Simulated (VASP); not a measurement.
Input:

```xyz
2
Lattice="0.0000 3.0698 3.0698 3.0698 0.0000 3.0698 3.0698 3.0698 0.0000" Properties=species:S:1:pos:R:3 pbc="T T T"
Cu     0.0000     0.0000     0.0000
I      1.5349     1.5349     1.5349
```

All values below come from r2SCAN meta-GGA, VASP's PBE PAW potentials (set 64) (plane waves; VASP). Settings: 520 eV cut-off, 8×8×8 Γ-centred mesh, Gaussian smearing of 0.050 eV, potentials Cu I.

Q: Give the stress tensor in GPa (positive for a compressed cell).

A: 
```
-2.19   0.00   0.00
 0.00  -2.19   0.00
 0.00   0.00  -2.19
```
The pressure is its mean diagonal, -2.19 GPa.

The compound is CuI in the zinc blende structure. This cell is one point of a volume scan, at 1.06 of the reference volume.
